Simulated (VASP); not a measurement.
OSZICAR of a VASP run on Ti$_{4}$CN$_{3}$ (ordered alloy cell):

OSZICAR:
```
       N       E                     dE             d eps       ncg     rms          rms(c)
DAV:   1     0.942620226280E+03    0.94262E+03   -0.32682E+04  9440   0.209E+03
DAV:   2     0.669205046459E+02   -0.87570E+03   -0.85432E+03  9448   0.634E+02
DAV:   3    -0.900965031941E+02   -0.15702E+03   -0.15381E+03 14560   0.221E+02
DAV:   4    -0.102635551249E+03   -0.12539E+02   -0.12258E+02 13168   0.634E+01
DAV:   5    -0.103267729948E+03   -0.63218E+00   -0.63083E+00 14944   0.134E+01    0.389E+01
DAV:   6    -0.830647294563E+02    0.20203E+02   -0.15974E+02 12720   0.873E+01    0.135E+01
DAV:   7    -0.823908302956E+02    0.67390E+00   -0.19260E+01 13472   0.274E+01    0.878E+00
DAV:   8    -0.823543813481E+02    0.36449E-01   -0.16604E+00 14160   0.141E+01    0.295E+00
DAV:   9    -0.823443263306E+02    0.10055E-01   -0.10959E+00 13392   0.829E+00    0.147E+00
DAV:  10    -0.823281457021E+02    0.16181E-01   -0.21950E-01 14088   0.495E+00    0.730E-01
DAV:  11    -0.823337859149E+02   -0.56402E-02   -0.34332E-02 12312   0.157E+00    0.193E-01
DAV:  12    -0.823337433527E+02    0.42562E-04   -0.34179E-03 14208   0.489E-01    0.795E-02
DAV:  13    -0.823338140268E+02   -0.70674E-04   -0.59073E-04 13968   0.189E-01    0.231E-02
DAV:  14    -0.823337961476E+02    0.17879E-04   -0.48894E-05 14568   0.586E-02    0.814E-03
DAV:  15    -0.823337942299E+02    0.19176E-05   -0.85138E-06 11672   0.205E-02    0.449E-03
DAV:  16    -0.823337938792E+02    0.35078E-06   -0.21617E-06  8120   0.126E-02
   1 F= -.82333794E+02 E0= -.82334847E+02  d E =-.823338E+02
       N       E                     dE             d eps       ncg     rms          rms(c)
DAV:   1    -0.823406087613E+02   -0.68145E-02   -0.77618E-01 10536   0.979E+00    0.761E-01
DAV:   2    -0.823399261784E+02    0.68258E-03   -0.10798E-01 10736   0.261E+00    0.456E-01
DAV:   3    -0.823352181107E+02    0.47081E-02   -0.15227E-02 13176   0.109E+00    0.129E-01
DAV:   4    -0.823351853559E+02    0.32755E-04   -0.39766E-03 13624   0.708E-01    0.864E-02
DAV:   5    -0.823351488090E+02    0.36547E-04   -0.96009E-04 14368   0.327E-01    0.447E-02
DAV:   6    -0.823351608829E+02   -0.12074E-04   -0.10219E-04 13896   0.920E-02    0.226E-02
DAV:   7    -0.823351695272E+02   -0.86443E-05   -0.30676E-05 14040   0.391E-02    0.856E-03
DAV:   8    -0.823351704660E+02   -0.93878E-06   -0.76015E-06 10976   0.203E-02
   2 F= -.82335170E+02 E0= -.82336196E+02  d E =-.137659E-02
       N       E                     dE             d eps       ncg     rms          rms(c)
DAV:   1    -0.823358421221E+02   -0.67259E-03   -0.60335E-02 10568   0.274E+00    0.212E-01
DAV:   2    -0.823357961055E+02    0.46017E-04   -0.84214E-03 10560   0.730E-01    0.128E-01
DAV:   3    -0.823354260090E+02    0.37010E-03   -0.11762E-03 13344   0.310E-01    0.358E-02
DAV:   4    -0.823354223406E+02    0.36684E-05   -0.31074E-04 13392   0.195E-01    0.239E-02
DAV:   5    -0.823354184191E+02    0.39215E-05   -0.75084E-05 14464   0.935E-02    0.124E-02
DAV:   6    -0.823354183409E+02    0.78232E-07   -0.77000E-06 12008   0.255E-02
   3 F= -.82335418E+02 E0= -.82336461E+02  d E =-.162446E-02
       N       E                     dE             d eps       ncg     rms          rms(c)
DAV:   1    -0.823354197315E+02   -0.13124E-05   -0.55666E-04 10768   0.266E-01    0.201E-02
DAV:   2    -0.823354195172E+02    0.21429E-06   -0.76859E-05 11080   0.694E-02    0.119E-02
DAV:   3    -0.823354162417E+02    0.32755E-05   -0.10402E-05 12152   0.287E-02    0.349E-03
DAV:   4    -0.823354160875E+02    0.15422E-06   -0.24802E-06  7696   0.193E-02
   4 F= -.82335416E+02 E0= -.82336460E+02  d E =-.162221E-02
       N       E                     dE             d eps       ncg     rms          rms(c)
DAV:   1    -0.823346710488E+02    0.74519E-03   -0.12462E-01 11376   0.536E+00    0.300E-01
DAV:   2    -0.823359329629E+02   -0.12619E-02   -0.28105E-02  9864   0.124E+00    0.138E-01
DAV:   3    -0.823357579782E+02    0.17498E-03   -0.19498E-03 14232   0.376E-01    0.571E-02
DAV:   4    -0.823357412398E+02    0.16738E-04   -0.69686E-04 14456   0.246E-01    0.354E-02
DAV:   5    -0.823357370905E+02    0.41494E-05   -0.19552E-04 13320   0.146E-01    0.187E-02
DAV:   6    -0.823357428592E+02   -0.57688E-05   -0.18439E-05 13608   0.336E-02    0.138E-02
DAV:   7    -0.823357483425E+02   -0.54833E-05   -0.40651E-06 10648   0.152E-02    0.685E-03
DAV:   8    -0.823357517351E+02   -0.33925E-05   -0.13588E-05 13816   0.140E-02    0.246E-03
DAV:   9    -0.823357516224E+02    0.11262E-06   -0.67501E-07  6888   0.578E-03
   5 F= -.82335752E+02 E0= -.82336799E+02  d E =-.335535E-03
       N       E                     dE             d eps       ncg     rms          rms(c)
DAV:   1    -0.823357385240E+02    0.13211E-04   -0.20439E-03 11480   0.689E-01    0.386E-02
DAV:   2    -0.823357594016E+02   -0.20878E-04   -0.45709E-04 10088   0.158E-01    0.175E-02
DAV:   3    -0.823357566890E+02    0.27126E-05   -0.31982E-05 14344   0.485E-02    0.712E-03
DAV:   4    -0.823357563108E+02    0.37818E-06   -0.11482E-05 14192   0.325E-02    0.455E-03
DAV:   5    -0.823357560680E+02    0.24288E-06   -0.30231E-06  8816   0.190E-02
   6 F= -.82335756E+02 E0= -.82336803E+02  d E =-.339980E-03
       N       E                     dE             d eps       ncg     rms          rms(c)
DAV:   1    -0.823346582070E+02    0.10981E-02   -0.10187E-01 11456   0.499E+00    0.236E-01
DAV:   2    -0.823359667864E+02   -0.13086E-02   -0.23118E-02 10032   0.109E+00    0.116E-01
DAV:   3    -0.823358640164E+02    0.10277E-03   -0.14141E-03 13504   0.292E-01    0.453E-02
DAV:   4    -0.823358513360E+02    0.12680E-04   -0.28454E-04 14192   0.102E-01    0.168E-02
DAV:   5    -0.823358607722E+02   -0.94362E-05   -0.36845E-05 13832   0.441E-02    0.109E-02
DAV:   6    -0.823358636364E+02   -0.28642E-05   -0.29207E-06  8912   0.165E-02    0.820E-03
DAV:   7    -0.823358699547E+02   -0.63183E-05   -0.93202E-06 13440   0.170E-02    0.414E-03
DAV:   8    -0.823358717889E+02   -0.18342E-05   -0.23531E-06  8576   0.117E-02    0.170E-03
DAV:   9    -0.823358722236E+02   -0.43473E-06   -0.76804E-07  6600   0.684E-03
   7 F= -.82335872E+02 E0= -.82336918E+02  d E =-.116156E-03
```

**Question.** Which electronic solver shows in the log?

**Answer.** It is blocked Davidson (ALGO = Normal, or the opening steps of other solvers). The INCAR had ALGO = Normal.

**Question.** Can the final energy be trusted as converged?

**Answer.** The run converged. It stopped with EDIFF = 1E-6, NELM = 100, NSW = 60 and EDIFFG = -0.02 after 7 ionic steps (PBEsol GGA, plane waves, VASP's PBE PAW potentials (set 64)).

The structure was generated: Ti4CN3 was put into an ordered model structure (Cmmm), which need not be its known phase. This run relaxes it. Symmetry was kept, so distortions that lower it aren't found. The start is the result of an earlier pass. The electron count is odd and the run is not spin-polarised, which forces a metal.
